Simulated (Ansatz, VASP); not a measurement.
RbMg3 in VASP and in Ansatz

```
Rb Mg
1.0
     5.17466    0.00000    0.00000
     0.00000    5.17466    0.00000
     0.00000    0.00000    5.17466
Rb Mg
1 3
Direct
  0.00000 0.00000 0.00000
  0.50000 0.00000 0.50000
  0.00000 0.50000 0.50000
  0.50000 0.50000 0.00000
```

Change from the starting cell: species swapped into the GaNi3 type (Pm-3m, No. 221).

Alike in both runs: functional PBE; k mesh 10 × 10 × 10; occupations gaussian, width 0.1 eV; no spin polarisation.

Ansatz relaxed the structure, and its values are those at the end. VASP's run is a single point on that final structure, the one shown.

|  | VASP | Ansatz |
| --- | --- | --- |
| version | VASP 6.6.1 | Ansatz 0.2.0 |
| potentials or method | VASP PAW PBE potentials, release 64 (Rb_sv, Mg) | scalar-relativistic, plane waves, PAW |
| plane-wave cutoff (eV) | 520 | 420 |
| valence electrons in the cell | 15 | 39 |

|  | VASP | Ansatz | Ansatz less VASP |
| --- | --- | --- | --- |
| gap on the k mesh at the Fermi level (eV) | none | none | - |
| pressure (GPa) | 0.0 | 0.0 | +0.03 |

A gap of «none» marks a metal or a gap that the smearing closes. The two sets of potentials don't hold the same shells in valence.
